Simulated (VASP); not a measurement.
Input of a VASP 6.6.1 run:

Contents of INCAR:

```
ALGO = Fast
EDIFF = 1E-7
ENCUT = 520
ISIF = 2
ISMEAR = -1
LASPH = T
LCHARG = F
LREAL = F
LWAVE = F
NBANDS = 9
NELM = 80
PREC = Accurate
SIGMA = 0.1
```

Contents of KPOINTS:

```
k-points
0
Gamma
  18 18 18
```

Contents of POSCAR:

```
Be
1.0
    0.0000000000      2.4127936107      2.4127936107
    2.4127936107      0.0000000000      2.4127936107
    2.4127936107      2.4127936107      0.0000000000
Be
2
Direct
    0.1250000000      0.1250000000      0.1250000000
    0.8750000000      0.8750000000      0.8750000000
```

Potentials or basis: VASP PAW LDA potentials, release 64 (Be).

Launch:

```console
$ cat potpaw_LDA.64/Be/POTCAR > POTCAR
$ mpirun -np 1 vasp_std > vasp.out
```

**Question.** Predict the band gap on the k mesh.

**Answer.** None (metal or under the smearing width).

**Question.** What does it give for the pressure?

**Answer.** 0.1 GPa.
